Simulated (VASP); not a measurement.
OSZICAR of a VASP run on Tb$_{2}$Al$_{3}$Si$_{2}$ (space group C2/m):

### OSZICAR
```
       N       E                     dE             d eps       ncg     rms          rms(c)
DAV:   1     0.346803870820E+03    0.34680E+03   -0.14089E+04  1130   0.195E+03
DAV:   2     0.341986075428E+02   -0.31261E+03   -0.28104E+03  1135   0.312E+02
DAV:   3    -0.377299400535E+02   -0.71929E+02   -0.68908E+02  1096   0.132E+02
DAV:   4    -0.477526284373E+02   -0.10023E+02   -0.99773E+01  1824   0.436E+01
DAV:   5    -0.482887880543E+02   -0.53616E+00   -0.53496E+00  1539   0.117E+01    0.666E+01
DAV:   6    -0.125100110222E+03   -0.76811E+02   -0.22769E+02  1110   0.210E+02    0.363E+02
DAV:   7    -0.745939566924E+02    0.50506E+02   -0.18939E+01  1160   0.431E+01    0.270E+02
DAV:   8    -0.467912579806E+02    0.27803E+02   -0.92821E+01  1230   0.708E+01    0.113E+02
DAV:   9    -0.633168243683E+02   -0.16526E+02   -0.37001E+01  1435   0.978E+01    0.812E+01
DAV:  10    -0.593478096436E+02    0.39690E+01   -0.11216E+01  1646   0.183E+01    0.815E+01
DAV:  11    -0.412921091595E+02    0.18056E+02   -0.76954E+00  1410   0.207E+01    0.156E+02
DAV:  12    -0.530652081029E+02   -0.11773E+02   -0.24048E+01  1426   0.395E+01    0.994E+01
DAV:  13    -0.663612932465E+02   -0.13296E+02   -0.12659E+01  1489   0.301E+01    0.168E+02
DAV:  14    -0.541035539654E+02    0.12258E+02   -0.61616E+00  1614   0.198E+01    0.120E+02
DAV:  15    -0.491564915096E+02    0.49471E+01   -0.11798E+01  1507   0.277E+01    0.821E+01
DAV:  16    -0.493375297387E+02   -0.18104E+00   -0.50767E+00  1647   0.171E+01    0.613E+01
DAV:  17    -0.496873356266E+02   -0.34981E+00   -0.23880E+00  1739   0.186E+01    0.519E+01
DAV:  18    -0.497339340757E+02   -0.46598E-01   -0.15479E+00  1548   0.193E+01    0.577E+01
DAV:  19    -0.460024521234E+02    0.37315E+01   -0.19387E+00  1483   0.204E+01    0.784E+01
DAV:  20    -0.472537657577E+02   -0.12513E+01   -0.29478E+00  1293   0.249E+01    0.492E+01
DAV:  21    -0.473158498489E+02   -0.62084E-01   -0.59897E-01  1619   0.298E+00    0.512E+01
DAV:  22    -0.456903319432E+02    0.16255E+01   -0.25085E+00  1179   0.338E+01    0.615E+01
DAV:  23    -0.452279621747E+02    0.46237E+00   -0.77774E-01  1472   0.914E+00    0.612E+01
DAV:  24    -0.475813571120E+02   -0.23534E+01   -0.96362E-01  1162   0.148E+01    0.499E+01
DAV:  25    -0.470177990920E+02    0.56356E+00   -0.40734E-01  1549   0.653E+00    0.450E+01
DAV:  26    -0.466051738837E+02    0.41263E+00   -0.11666E+00  1599   0.804E+00    0.458E+01
DAV:  27    -0.466494097584E+02   -0.44236E-01   -0.21570E-01  1541   0.646E+00    0.504E+01
DAV:  28    -0.489406359773E+02   -0.22912E+01   -0.13349E+01  1292   0.182E+01    0.688E+01
DAV:  29    -0.482513476696E+02    0.68929E+00   -0.69625E-01  1439   0.820E+00    0.722E+01
DAV:  30    -0.485308129526E+02   -0.27947E+00   -0.13150E-01  1603   0.243E+00    0.727E+01
DAV:  31    -0.473866237048E+02    0.11442E+01   -0.85746E-01  1474   0.832E+00    0.652E+01
DAV:  32    -0.477119885353E+02   -0.32536E+00   -0.18469E-01  1509   0.563E+00    0.730E+01
DAV:  33    -0.493621925766E+02   -0.16502E+01   -0.17500E+00  1390   0.154E+01    0.919E+01
DAV:  34    -0.515306449355E+02   -0.21685E+01   -0.18109E+00  1523   0.106E+01    0.116E+02
DAV:  35    -0.491347112629E+02    0.23959E+01   -0.18305E+00  1420   0.119E+01    0.110E+02
DAV:  36    -0.474147724231E+02    0.17199E+01   -0.22420E-01  1518   0.866E+00    0.104E+02
DAV:  37    -0.461001289025E+02    0.13146E+01   -0.12883E+00  1344   0.101E+01    0.100E+02
DAV:  38    -0.459665074276E+02    0.13362E+00   -0.79948E-02  1445   0.288E+00    0.100E+02
DAV:  39    -0.459866977579E+02   -0.20190E-01   -0.20805E-02  1794   0.134E+00    0.102E+02
DAV:  40    -0.457963196276E+02    0.19038E+00   -0.15151E-02  1665   0.140E+00    0.101E+02
DAV:  41    -0.450471461953E+02    0.74917E+00   -0.29168E-01  1294   0.446E+00    0.100E+02
DAV:  42    -0.446316144639E+02    0.41553E+00   -0.56675E-02  1512   0.371E+00    0.972E+01
DAV:  43    -0.451529315751E+02   -0.52132E+00   -0.64780E-02  1558   0.267E+00    0.980E+01
DAV:  44    -0.446430036139E+02    0.50993E+00   -0.11143E-01  1277   0.376E+00    0.979E+01
DAV:  45    -0.447429834694E+02   -0.99980E-01   -0.86563E-03  1549   0.101E+00    0.979E+01
DAV:  46    -0.442733443391E+02    0.46964E+00   -0.88931E-02  1276   0.353E+00    0.962E+01
DAV:  47    -0.426243203053E+02    0.16490E+01   -0.51959E-01  1411   0.970E+00    0.898E+01
DAV:  48    -0.408640663655E+02    0.17603E+01   -0.18499E+00  1363   0.123E+01    0.848E+01
DAV:  49    -0.400055886604E+02    0.85848E+00   -0.38343E+00  1501   0.123E+01    0.834E+01
DAV:  50    -0.414726939604E+02   -0.14671E+01   -0.94659E-01  1537   0.116E+01    0.851E+01
DAV:  51    -0.503083979140E+02   -0.88357E+01   -0.14014E+01  1433   0.514E+01    0.640E+01
DAV:  52    -0.531850782849E+02   -0.28767E+01   -0.16757E+00  1582   0.133E+01    0.580E+01
DAV:  53    -0.521604046682E+02    0.10247E+01   -0.27360E-01  1676   0.998E+00    0.564E+01
DAV:  54    -0.522011557261E+02   -0.40751E-01   -0.12550E-01  1738   0.480E+00    0.557E+01
DAV:  55    -0.527644260529E+02   -0.56327E+00   -0.52074E-02  1800   0.252E+00    0.555E+01
DAV:  56    -0.543291591271E+02   -0.15647E+01   -0.13068E-01  1617   0.830E+00    0.577E+01
DAV:  57    -0.566949059316E+02   -0.23657E+01   -0.93591E-01  1523   0.204E+01    0.646E+01
DAV:  58    -0.566280808774E+02    0.66825E-01   -0.46596E-01  1636   0.351E+00    0.650E+01
DAV:  59    -0.566271491919E+02    0.93169E-03   -0.24628E-02  1649   0.841E-01    0.657E+01
DAV:  60    -0.568052243435E+02   -0.17808E+00   -0.29058E-02  1465   0.257E+00    0.681E+01
DAV:  61    -0.558172541743E+02    0.98797E+00   -0.30294E-01  1381   0.101E+01    0.625E+01
DAV:  62    -0.564397351579E+02   -0.62248E+00   -0.73356E-02  1446   0.618E+00    0.625E+01
DAV:  63    -0.569064628524E+02   -0.46673E+00   -0.26603E-02  1596   0.258E+00    0.600E+01
DAV:  64    -0.576872241534E+02   -0.78076E+00   -0.87745E-02  1499   0.592E+00    0.536E+01
DAV:  65    -0.581276277823E+02   -0.44040E+00   -0.12682E-01  1672   0.636E+00    0.486E+01
DAV:  66    -0.527412768619E+02    0.53864E+01   -0.22036E+00  1444   0.368E+01    0.533E+01
DAV:  67    -0.529373062923E+02   -0.19603E+00   -0.12432E+00  1683   0.104E+01    0.443E+01
DAV:  68    -0.536095244078E+02   -0.67222E+00   -0.34515E-01  1672   0.916E+00    0.390E+01
DAV:  69    -0.534973298797E+02    0.11219E+00   -0.44257E-01  1530   0.102E+01    0.347E+01
DAV:  70    -0.538291759339E+02   -0.33185E+00   -0.20830E-01  1769   0.529E+00    0.324E+01
DAV:  71    -0.514222919331E+02    0.24069E+01   -0.60303E-01  1477   0.281E+01    0.356E+01
DAV:  72    -0.525944229066E+02   -0.11721E+01   -0.30610E-01  1771   0.830E+00    0.335E+01
DAV:  73    -0.530217103308E+02   -0.42729E+00   -0.57880E-02  1658   0.196E+00    0.324E+01
DAV:  74    -0.532713298945E+02   -0.24962E+00   -0.15055E-02  1732   0.121E+00    0.315E+01
DAV:  75    -0.535778471879E+02   -0.30652E+00   -0.56412E-02  1514   0.455E+00    0.293E+01
DAV:  76    -0.524495517628E+02    0.11283E+01   -0.18524E-01  1527   0.902E+00    0.283E+01
DAV:  77    -0.522559396146E+02    0.19361E+00   -0.18220E-01  1594   0.636E+00    0.273E+01
DAV:  78    -0.523008839827E+02   -0.44944E-01   -0.61879E-02  1662   0.145E+00    0.278E+01
DAV:  79    -0.522680244044E+02    0.32860E-01   -0.51109E-03  1546   0.157E+00    0.274E+01
DAV:  80    -0.522823944156E+02   -0.14370E-01   -0.38292E-03  1617   0.938E-01    0.271E+01
DAV:  81    -0.523875097277E+02   -0.10512E+00   -0.39980E-02  1359   0.630E+00    0.286E+01
DAV:  82    -0.528490937498E+02   -0.46158E+00   -0.82975E-02  1467   0.819E+00    0.293E+01
DAV:  83    -0.530479331603E+02   -0.19884E+00   -0.71346E-02  1696   0.365E+00    0.296E+01
DAV:  84    -0.530585627562E+02   -0.10630E-01   -0.23924E-02  1666   0.854E-01    0.297E+01
DAV:  85    -0.531572943627E+02   -0.98732E-01   -0.15223E-02  1484   0.279E+00    0.304E+01
DAV:  86    -0.522298320302E+02    0.92746E+00   -0.22717E-01  1283   0.122E+01    0.293E+01
DAV:  87    -0.518337766125E+02    0.39606E+00   -0.10930E-01  1606   0.387E+00    0.292E+01
DAV:  88    -0.518109580713E+02    0.22819E-01   -0.26133E-02  1629   0.105E+00    0.295E+01
DAV:  89    -0.517740220177E+02    0.36936E-01   -0.25285E-03  1668   0.736E-01    0.293E+01
DAV:  90    -0.517115680298E+02    0.62454E-01   -0.10036E-03  1752   0.476E-01    0.292E+01
DAV:  91    -0.468558405272E+02    0.48557E+01   -0.21779E+00  1322   0.411E+01    0.274E+01
DAV:  92    -0.471631599105E+02   -0.30732E+00   -0.29079E+00  1456   0.183E+01    0.339E+01
DAV:  93    -0.471600991259E+02    0.30608E-02   -0.73009E-01  1629   0.886E+00    0.274E+01
DAV:  94    -0.471825332399E+02   -0.22434E-01   -0.13032E-01  1761   0.587E+00    0.246E+01
DAV:  95    -0.472305395897E+02   -0.48006E-01   -0.21092E-01  1737   0.351E+00    0.237E+01
DAV:  96    -0.472205676361E+02    0.99720E-02   -0.16750E-01  1513   0.720E+00    0.237E+01
DAV:  97    -0.472225317229E+02   -0.19641E-02   -0.33491E-02  1613   0.216E+00    0.231E+01
DAV:  98    -0.472247797449E+02   -0.22480E-02   -0.18533E-02  1712   0.301E+00    0.234E+01
DAV:  99    -0.472117114133E+02    0.13068E-01   -0.19056E-02  1354   0.408E+00    0.235E+01
DAV: 100    -0.471691311625E+02    0.42580E-01   -0.51336E-02  1473   0.548E+00
   1 F= -.47169131E+02 E0= -.47118496E+02  d E =-.101271E+00  mag=    11.5731
```

Q: Which electronic solver shows in the log?

A: It is blocked Davidson (ALGO = Normal, or the opening steps of other solvers). The INCAR had ALGO = Normal.

Q: How was spin treated?

A: Collinear spin (ISPIN = 2): the summary line carries one mag value, 11.57 μB in the cell.

Q: Can the final energy be trusted as converged?

A: Convergence was not reached. It stopped with EDIFF = 1E-6, NELM = 100 (PBEsol GGA, plane waves, VASP's PBE PAW potentials (set 64)).

The structure comes from a measured Tb2Al3Si2 entry of the Crystallography Open Database, whose conditions weren't checked. The cell was not relaxed at this level. The k-mesh is coarse (spacing up to 0.84 per Å, 2π included), so the numbers may not be converged in it. The run is one of a series of settings (KPOINTS 2×2×2 Γ-centred mesh against the base run), some of them coarse on purpose.
